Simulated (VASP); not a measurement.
A convergence study with VASP on HgTe (zinc blende): one setting is varied, all else stays as given below, so the limit is that of these other settings.

```
CELL_PARAMETERS angstrom
      0.00000     3.23000     3.23000
      3.23000     0.00000     3.23000
      3.23000     3.23000     0.00000
ATOMIC_POSITIONS crystal
  Hg 0.00000 0.00000 0.00000
  Te 0.25000 0.25000 0.25000
```

Level of theory: LDA (Ceperley-Alder, Perdew-Zunger), VASP's LDA PAW potentials (set 64) (plane waves; VASP). The tightest run used: 550 eV cut-off, 12×12×12 Monkhorst-Pack mesh, Gaussian smearing of 0.050 eV, potentials Hg Te.

The settings run are 1×1×1 mesh; 2×2×2 mesh; 3×3×3 mesh; 4×4×4 mesh; 5×5×5 mesh; 6×6×6 mesh; 7×7×7 mesh; 8×8×8 mesh; 9×9×9 mesh; 10×10×10 mesh; 11×11×11 mesh; 12×12×12 mesh. From which on does the energy per atom stay within 0.001 eV/atom of the tightest run?

From 8×8×8 mesh on: it is off by 0.0000 there and by no more than 0.001 in any finer run, while 7×7×7 mesh is off by 0.0032.
```csv
setting,E (eV/atom),pressure (GPa),irreducible k-points,difference judged (eV/atom)
1×1×1 mesh,3.4978,51.20,1,6.0172
2×2×2 mesh,-2.4654,0.10,2,0.0540
3×3×3 mesh,-2.3509,1.12,4,0.1684
4×4×4 mesh,-2.5176,-0.28,10,0.0018
5×5×5 mesh,-2.5015,-0.11,10,0.0178
6×6×6 mesh,-2.5192,-0.29,28,0.0002
7×7×7 mesh,-2.5162,-0.25,20,0.0032
8×8×8 mesh,-2.5193,-0.29,60,0.0000
9×9×9 mesh,-2.5186,-0.28,35,0.0008
10×10×10 mesh,-2.5193,-0.29,110,0.0000
11×11×11 mesh,-2.5191,-0.29,56,0.0002
12×12×12 mesh,-2.5193,-0.29,182,0.0000
```

Left out are rungs that failed or repeat a setting and relaxations that didn't move; long series are thinned to 24 rows.

The compound is HgTe in the zinc blende structure. The cell was not relaxed at this level.
